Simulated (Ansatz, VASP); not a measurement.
## Sc2Cu in two plane-wave programs

One calculation is typed for both programs; each brings its own data sets. How far apart do they land? The cell is generated by rule, not measured, and may not be a known phase. The cell is taken from a series of runs on this material, whose earlier steps may have relaxed, scaled, displaced or heated it; both programs get it as it stands.

Calculated with Ansatz 0.2.0; plane waves, with VASP 6.6.1 beside it; zone-centre phonons at PBEsol.

The structure was built from a prototype and need not be the compound's stable phase.

### 1. The starting structure

The structure is cubic, space group Fm-3m (No. 225). Conventional cell: a = 6.302 Å, b = 6.302 Å, c = 6.302 Å, α = 90.00°, β = 90.00°, γ = 90.00°. Sc has 4 Cu at 2.73 Å nearest. Cu has 8 Sc at 2.73 Å nearest. Farther neighbours are not listed.

Coordinates:

```cif
data_structure
_symmetry_space_group_name_H-M 'Fm-3m'
_symmetry_Int_Tables_number 225
_cell_length_a 6.3016
_cell_length_b 6.3016
_cell_length_c 6.3016
_cell_angle_alpha 90.000
_cell_angle_beta 90.000
_cell_angle_gamma 90.000
_cell_volume 250.24
loop_
_atom_site_label
_atom_site_type_symbol
_atom_site_symmetry_multiplicity
_atom_site_Wyckoff_symbol
_atom_site_fract_x
_atom_site_fract_y
_atom_site_fract_z
_atom_site_occupancy
Sc1 Sc 8 c 0.25000 0.75000 0.75000 1
Cu1 Cu 4 a 0.00000 0.00000 0.00000 1
```

### 2. VASP: zone-centre phonons, PBEsol

Second derivatives magnify differences that forces hide, and they need a tight electronic threshold.

Lines of VASP's logs that name or quote its potential files are left out, and so is its time.

INCAR

```
SYSTEM = Sc2Cu
PREC = Accurate
ENCUT = 600
EDIFF = 1E-08
NELM = 120
ISMEAR = 1
SIGMA = 0.15
LREAL = .FALSE.
ALGO = Normal
GGA = PS
NBANDS = 22
LASPH = .TRUE.
LORBIT = 11
LWAVE = .FALSE.
LCHARG = .FALSE.
ISIF = 2
IBRION = 8
GGA_COMPAT = .FALSE.
KPAR = 2
```

POSCAR

```
Sc2Cu
1.0
    0.0000000000      3.1508172729      3.1508172729
    3.1508172729      0.0000000000      3.1508172729
    3.1508172729      3.1508172729      0.0000000000
Sc Cu
2 1
Direct
    0.2500000000      0.2500000000      0.2500000000
    0.7500000000      0.7500000000      0.7500000000
    0.0000000000      0.0000000000      0.0000000000
```

KPOINTS

```
Automatic mesh
0
Gamma
10 10 10
0 0 0
```

The projector-augmented-wave data sets are Sc_sv and Cu (PBE family, release 64).

Launch:

```
mpirun -np 2 vasp_std
```

Numbers of over 12 decimals in the logs are rounded to 6 here.

Log:

```text
[banner, memory and clock lines left out]
running    2 mpi-ranks, on    1 nodes
 distrk:  each k-point on    1 cores,    2 groups
 distr:  one band on    1 cores,    1 groups

 POSCAR found type information on POSCAR ScCu
 POSCAR found :  2 types and       3 ions
|                                                                             |
|               ----> ADVICE to this user running VASP <----                  |
|                                                                             |
|     You enforced a specific xc type in the INCAR file but a different       |
|     [... a line on the potential file left out ...]
|     I HOPE YOU KNOW WHAT YOU ARE DOING!                                     |
|                                                                             |

 LDA part: xc-table for (Slater+PW92), standard interpolation
 POSCAR, INCAR and KPOINTS ok, starting setup
 FFT: planning ... GRIDC
 FFT: planning ... GRID_SOFT
 FFT: planning ... GRID
 WAVECAR not read
 entering main loop
       N       E                     dE             d eps       ncg     rms          rms(c)
DAV:   1     0.516653530729E+03    0.51665E+03   -0.16612E+04  2084   0.200E+03
DAV:   2     0.212119687769E+02   -0.49544E+03   -0.48498E+03  2596   0.639E+02
DAV:   3    -0.188627064953E+02   -0.40075E+02   -0.37755E+02  3274   0.236E+02
DAV:   4    -0.203388725936E+02   -0.14762E+01   -0.14014E+01  3368   0.368E+01
DAV:   5    -0.203744527719E+02   -0.35580E-01   -0.35317E-01  3226   0.644E+00    0.145E+01
DAV:   6    -0.193326224943E+02    0.10418E+01   -0.31253E+01  2494   0.102E+02    0.843E+00
DAV:   7    -0.173060059076E+02    0.20266E+01   -0.11299E+01  2680   0.447E+01    0.215E+00
DAV:   8    -0.172923417455E+02    0.13664E-01   -0.12276E+00  3112   0.910E+00    0.154E+00
DAV:   9    -0.172822275542E+02    0.10114E-01   -0.38742E-01  2968   0.995E+00    0.949E-01
DAV:  10    -0.172613277239E+02    0.20900E-01   -0.10618E-01  3378   0.503E+00    0.169E-01
DAV:  11    -0.172610276164E+02    0.30011E-03   -0.54917E-03  2954   0.900E-01    0.462E-02
DAV:  12    -0.172610536249E+02   -0.26009E-04   -0.67551E-04  3050   0.334E-01    0.400E-02
DAV:  13    -0.172610180745E+02    0.35550E-04   -0.19326E-04  3070   0.147E-01    0.802E-03
DAV:  14    -0.172610173565E+02    0.71802E-06   -0.53499E-06  3130   0.363E-02    0.358E-03
DAV:  15    -0.172610172790E+02    0.77529E-07   -0.83395E-07  3062   0.120E-02    0.440E-04
DAV:  16    -0.172610172592E+02    0.19774E-07   -0.53696E-08  2634   0.349E-03    0.313E-04
DAV:  17    -0.172610172806E+02   -0.21379E-07   -0.47678E-09  1784   0.163E-03    0.140E-04
DAV:  18    -0.172610172836E+02   -0.30468E-08   -0.28545E-09  1760   0.750E-04
   1 F= -.17261017E+02 E0= -.17261438E+02  d E =0.126336E-02
 Linear response reoptimize wavefunctions to high precision
DAV:   1    -0.172610172828E+02    0.81673E-09   -0.15962E-09  1790   0.885E-04
DAV:   2    -0.172610172829E+02   -0.61391E-10   -0.82836E-10  1754   0.450E-04
 Linear response DOF=           2
 Linear response progress:
  Degree of freedom:   1/  2
       N       E                     dE             d eps       ncg     rms          rms(c)
RMM:   1    -0.774525452048E+00   -0.77453E+00   -0.67003E+01  7625   0.174E+02
RMM:   2    -0.769466486146E+00    0.50590E-02   -0.18405E-01 11270   0.420E+00    0.137E-01
RMM:   3    -0.769804024000E+00   -0.33754E-03   -0.16834E-02 12171   0.115E+00    0.469E-02
RMM:   4    -0.768892402451E+00    0.91162E-03   -0.23666E-03 14944   0.380E-01    0.263E-02
RMM:   5    -0.768848987213E+00    0.43415E-04   -0.33876E-04 15022   0.128E-01    0.138E-02
RMM:   6    -0.768844350656E+00    0.46366E-05   -0.66498E-05 15683   0.508E-02    0.442E-03
RMM:   7    -0.768865339382E+00   -0.20989E-04   -0.22331E-05 14597   0.239E-02    0.278E-03
RMM:   8    -0.768885920932E+00   -0.20582E-04   -0.80684E-06 14125   0.122E-02    0.127E-03
RMM:   9    -0.768905477107E+00   -0.19556E-04   -0.12269E-06 15731   0.673E-03    0.493E-04
RMM:  10    -0.768922970976E+00   -0.17494E-04   -0.68836E-07 15373   0.367E-03    0.108E-04
RMM:  11    -0.768925197358E+00   -0.22264E-05   -0.22410E-07 15684   0.212E-03    0.393E-05
RMM:  12    -0.768926276656E+00   -0.10793E-05   -0.25238E-07 15485   0.160E-03    0.242E-05
RMM:  13    -0.768926884917E+00   -0.60826E-06   -0.20358E-07 14624   0.135E-03    0.118E-05
RMM:  14    -0.768926720230E+00    0.16469E-06    0.34158E-09 15556   0.119E-03    0.550E-06
RMM:  15    -0.768926624068E+00    0.96162E-07    0.59323E-08 16392   0.112E-03    0.522E-06
RMM:  16    -0.768926632028E+00   -0.79599E-08    0.14382E-07 15828   0.107E-03    0.457E-06
RMM:  17    -0.768926638844E+00   -0.68163E-08    0.16608E-07 17084   0.105E-03    0.808E-06
RMM:  18    -0.768926609987E+00    0.28857E-07    0.21060E-07 16151   0.103E-03    0.901E-06
RMM:  19    -0.768926629652E+00   -0.19665E-07    0.19527E-07 17136   0.102E-03    0.753E-06
RMM:  20    -0.768926610753E+00    0.18899E-07    0.25351E-07 16828   0.100E-03    0.955E-06
RMM:  21    -0.768926614299E+00   -0.35457E-08    0.22819E-07 18252   0.993E-04    0.104E-05
RMM:  22    -0.768926614611E+00   -0.31219E-09    0.26195E-07 17164   0.988E-04    0.112E-05
RMM:  23    -0.768926610079E+00    0.45315E-08    0.25186E-07 18137   0.983E-04    0.104E-05
 first order change of Fermi-energy   0.67254E-04
 force on displaced ion       1 direction 1 :  -5.353  -0.000  -0.000
 Linear response progress:
  Degree of freedom:   2/  2
       N       E                     dE             d eps       ncg     rms          rms(c)
RMM:   1    -0.241547261068E+00   -0.24155E+00   -0.14817E-01  7659   0.640E+00
RMM:   2    -0.241488528561E+00    0.58733E-04   -0.37229E-03  6573   0.659E-01    0.189E-01
RMM:   3    -0.241365104395E+00    0.12342E-03   -0.92586E-04  7017   0.230E-01    0.113E-01
RMM:   4    -0.241842331469E+00   -0.47723E-03   -0.82397E-04  7511   0.196E-01    0.178E-02
RMM:   5    -0.241750341595E+00    0.91990E-04   -0.71655E-05  8033   0.508E-02    0.875E-03
RMM:   6    -0.241723818582E+00    0.26523E-04   -0.15230E-05  7228   0.291E-02    0.427E-03
RMM:   7    -0.241722664807E+00    0.11538E-05   -0.34613E-06  8006   0.151E-02    0.127E-03
RMM:   8    -0.241721540904E+00    0.11239E-05   -0.15728E-06  8536   0.512E-03    0.866E-04
RMM:   9    -0.241708663460E+00    0.12877E-04   -0.18240E-07  7856   0.253E-03    0.172E-04
RMM:  10    -0.241709373668E+00   -0.71021E-06   -0.10453E-07  8948   0.111E-03    0.127E-04
RMM:  11    -0.241708134064E+00    0.12396E-05   -0.63613E-08  8259   0.894E-04    0.104E-04
RMM:  12    -0.241708664870E+00   -0.53081E-06   -0.55129E-08  7938   0.697E-04    0.232E-05
RMM:  13    -0.241708609267E+00    0.55604E-07   -0.56147E-08  9416   0.592E-04    0.125E-05
RMM:  14    -0.241708662551E+00   -0.53285E-07   -0.55666E-08  9246   0.598E-04    0.620E-06
RMM:  15    -0.241708698343E+00   -0.35792E-07   -0.57089E-08  9600   0.591E-04    0.210E-06
RMM:  16    -0.241708710741E+00   -0.12398E-07   -0.56017E-08  9236   0.601E-04    0.914E-07
RMM:  17    -0.241708711028E+00   -0.28646E-09   -0.56246E-08  9541   0.601E-04    0.307E-07
 first order change of Fermi-energy   0.21288E-03
 force on displaced ion       3 direction 1 :  -4.432   0.000   0.000
 Linear response finished
```

Parts of OUTCAR (step 2):

```text
ion  position               nearest neighbor table
   1  0.250  0.250  0.250-   3 2.73   3 2.73   3 2.73   3 2.73   2 3.15   2 3.15   2 3.15   2 3.15
                             2 3.15   2 3.15
   2  0.750  0.750  0.750-   3 2.73   3 2.73   3 2.73   3 2.73   1 3.15   1 3.15   1 3.15   1 3.15
                             1 3.15   1 3.15
   3  0.000  0.000  0.000-   1 2.73   2 2.73   2 2.73   2 2.73   2 2.73   1 2.73   1 2.73   1 2.73

  LATTYP: Found a face centered cubic cell.
 ALAT       =     6.3016345458

 Subroutine GETGRP returns: Found 48 space group operations
 (whereof 48 operations were pure point group operations)

The static configuration has the point symmetry O_h .

 Found     47 irreducible k-points:

   k-points           NKPTS =     47   k-points in BZ     NKDIM =     47   number of bands    NBANDS=     22

   dimension x,y,z NGX =    36 NGY =   36 NGZ =   36
   dimension x,y,z NGXF=    72 NGYF=   72 NGZF=   72

   ENCUT  =  600.0 eV  44.10 Ry    6.64 a.u.   8.90  8.90  8.90*2*pi/ulx,y,z

   NELECT =      33.0000    total number of electrons

 k-points in reciprocal lattice and weights: Automatic mesh
   0.00000000  0.00000000  0.00000000       0.001
   0.10000000  0.00000000  0.00000000       0.008
   0.20000000  0.00000000  0.00000000       0.008
   0.30000000  0.00000000  0.00000000       0.008
   0.40000000  0.00000000  0.00000000       0.008
   0.50000000  0.00000000  0.00000000       0.004
   0.10000000  0.10000000  0.00000000       0.006
   0.20000000  0.10000000  0.00000000       0.024
   0.30000000  0.10000000  0.00000000       0.024
[...]
-0.30000000  0.40000000  0.20000000       0.024
  -0.30000000  0.50000000  0.20000000       0.012

 average (electrostatic) potential at core
       1 -46.7729       2 -46.7729       3 -67.5441

  Total        0.1135646      0.1135646      0.1135646      0.0000000      0.0000000     -0.0000000
  in kB        2.9083990      2.9083990      2.9083990      0.0000000      0.0000000     -0.0000000
  external PRESSURE =       2.9083990 kB  Pullay stress =       0.0000000 kB

  energy-cutoff  :      600.00
  volume of cell :       62.56
      direct lattice vectors                 reciprocal lattice vectors
     0.000000000  3.150817273  3.150817273    -0.158688987  0.158688987  0.158688987
     3.150817273  0.000000000  3.150817273     0.158688987 -0.158688987  0.158688987
     3.150817273  3.150817273  0.000000000     0.158688987  0.158688987 -0.158688987

 POSITION                                       TOTAL-FORCE (eV/Angst)
 -----------------------------------------------------------------------------------
      1.57541      1.57541      1.57541         0.000000      0.000000      0.000000
      4.72623      4.72623      4.72623        -0.000000     -0.000000     -0.000000
      0.00000      0.00000      0.00000        -0.000000      0.000000     -0.000000
 -----------------------------------------------------------------------------------
    total drift:                                0.000000      0.000000      0.000000

 Eigenvectors and eigenvalues of the dynamical matrix
 ----------------------------------------------------

   1 f  =    6.779648 THz    42.597784 2PiTHz  226.144712 cm-1    28.038358 meV
             X         Y         Z           dx          dy          dz
      1.575409  1.575409  1.575409    -0.291362    0.642409    0.049189
      4.726226  4.726226  4.726226     0.291362   -0.642409   -0.049189
      0.000000  0.000000  0.000000    -0.000000    0.000000   -0.000000

   2 f  =    6.779648 THz    42.597784 2PiTHz  226.144712 cm-1    28.038358 meV
             X         Y         Z           dx          dy          dz
      1.575409  1.575409  1.575409     0.638493    0.295123   -0.072314
      4.726226  4.726226  4.726226    -0.638493   -0.295123    0.072314
      0.000000  0.000000  0.000000    -0.000000    0.000000    0.000000

   3 f  =    6.779648 THz    42.597784 2PiTHz  226.144712 cm-1    28.038358 meV
             X         Y         Z           dx          dy          dz
      1.575409  1.575409  1.575409    -0.086227    0.014620   -0.701677
      4.726226  4.726226  4.726226     0.086227   -0.014620    0.701677
      0.000000  0.000000  0.000000    -0.000000   -0.000000    0.000000

   4 f  =    5.411271 THz    34.000017 2PiTHz  180.500562 cm-1    22.379207 meV
             X         Y         Z           dx          dy          dz
      1.575409  1.575409  1.575409    -0.262711    0.354891   -0.118131
      4.726226  4.726226  4.726226    -0.262711    0.354891   -0.118131
      0.000000  0.000000  0.000000     0.438541   -0.592416    0.197196

   5 f  =    5.411271 THz    34.000017 2PiTHz  180.500562 cm-1    22.379207 meV
             X         Y         Z           dx          dy          dz
      1.575409  1.575409  1.575409     0.095634   -0.075828   -0.440481
      4.726226  4.726226  4.726226     0.095634   -0.075828   -0.440481
      0.000000  0.000000  0.000000    -0.159641    0.126579    0.735292

   6 f  =    5.411271 THz    34.000017 2PiTHz  180.500562 cm-1    22.379207 meV
             X         Y         Z           dx          dy          dz
      1.575409  1.575409  1.575409    -0.361603   -0.277889   -0.030671
      4.726226  4.726226  4.726226    -0.361603   -0.277889   -0.030671
      0.000000  0.000000  0.000000     0.603621    0.463877    0.051198

   7 f/i=    0.020557 THz     0.129164 2PiTHz    0.685709 cm-1     0.085017 meV
             X         Y         Z           dx          dy          dz
      1.575409  1.575409  1.575409     0.012508   -0.162163   -0.514419
      4.726226  4.726226  4.726226     0.012508   -0.162163   -0.514419
      0.000000  0.000000  0.000000     0.014986   -0.194290   -0.616332

   8 f/i=    0.020557 THz     0.129164 2PiTHz    0.685709 cm-1     0.085017 meV
             X         Y         Z           dx          dy          dz
      1.575409  1.575409  1.575409    -0.537932    0.033844   -0.023749
      4.726226  4.726226  4.726226    -0.537932    0.033844   -0.023749
      0.000000  0.000000  0.000000    -0.644504    0.040549   -0.028453

   9 f/i=    0.020557 THz     0.129164 2PiTHz    0.685709 cm-1     0.085017 meV
             X         Y         Z           dx          dy          dz
      1.575409  1.575409  1.575409     0.039408    0.513457   -0.160902
      4.726226  4.726226  4.726226     0.039408    0.513457   -0.160902
      0.000000  0.000000  0.000000     0.047215    0.615180   -0.192778

 ELASTIC MODULI CONTR FROM IONIC RELAXATION (kBar)
 Direction    XX          YY          ZZ          XY          YZ          ZX
 --------------------------------------------------------------------------------
 XX          -0.0000     -0.0000      0.0000     -0.0000      0.0000      0.0000
 YY          -0.0000     -0.0000      0.0000     -0.0000      0.0000      0.0000
 ZZ           0.0000      0.0000     -0.0000      0.0000     -0.0000     -0.0000
 XY          -0.0000     -0.0000      0.0000    -26.5229     -0.0000     -0.0000
 YZ           0.0000      0.0000     -0.0000     -0.0000    -26.5229      0.0000
 ZX           0.0000      0.0000     -0.0000     -0.0000      0.0000    -26.5229
 --------------------------------------------------------------------------------
```

[end of part 1 of 2]

[Lines on the potential files, build, host, timing and source positions are cut from VASP's logs without a mark.]

[Logs are printed without paths, hosts, clocks, repeated set-up lines and the standing remarks that a program may print on its own settings, such as how far it seeks lower states.]

[Hosts, paths, dates, database ids (printed as entryN), source tags and the programs' standing remarks are cut or masked in the printed files.]
